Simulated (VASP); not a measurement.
The input files of a VASP run:

POSCAR:
```
Au
1
    0.0000000000     2.0614205865     2.0614205865
    2.0614205865     0.0000000000     2.0614205865
    2.0614205865     2.0614205865     0.0000000000
Au
1
Direct
  0.0000000000   0.0000000000   0.0000000000
```

INCAR:
```
# general
SYSTEM  = Au
PREC    = Accurate
ENCUT   = 520
LREAL   = .False.
LASPH   = .True.

# electronic loop
EDIFF   = 1E-7
NELM    = 100
ALGO    = Normal
LMAXMIX = 6

# smearing
ISMEAR  = 1
SIGMA   = 0.1

# functional
GGA     = 91

# ions
ISIF    = 2

# output
LWAVE   = .False.
LCHARG  = .False.
```

**KPOINTS**
```
Automatic
0
gamma
  15 15 15
```

POTCAR, in this order: Au (PBE.64 set). Program: vasp_std.

Problem. Write an equivalent input for Quantum ESPRESSO's pw.x.

Solution. One equivalent input (not run):
```
&CONTROL
  calculation = 'scf'
  pseudo_dir = './pseudo'
  outdir = './out'
  tprnfor = .true.
  tstress = .true.
/
&SYSTEM
  ibrav = 0
  nat = 1
  ntyp = 1
  ecutwfc = 76
  occupations = 'smearing'
  smearing = 'methfessel-paxton'
  degauss = 0.00735
  input_dft = 'pw91'
/
&ELECTRONS
  conv_thr = 7.3e-09
  electron_maxstep = 100
/
ATOMIC_SPECIES
  Au 196.967 Au.upf
CELL_PARAMETERS angstrom
     0.0000000    2.0614206    2.0614206
     2.0614206    0.0000000    2.0614206
     2.0614206    2.0614206    0.0000000
ATOMIC_POSITIONS crystal
  Au   0.0000000  0.0000000  0.0000000
K_POINTS automatic
  15 15 15 0 0 0
```
Limits of the translation: the potentials are each code's own (VASP's PAW set, PseudoDojo norm-conserving files in pw.x), so ENCUT and ecutwfc are chosen apart and not converted; conv_thr bounds pw.x's estimated SCF error, while EDIFF bounds the energy change between steps.

The compound is Au in the fcc structure. This cell is one point of a volume scan, at 0.97 of the reference volume.
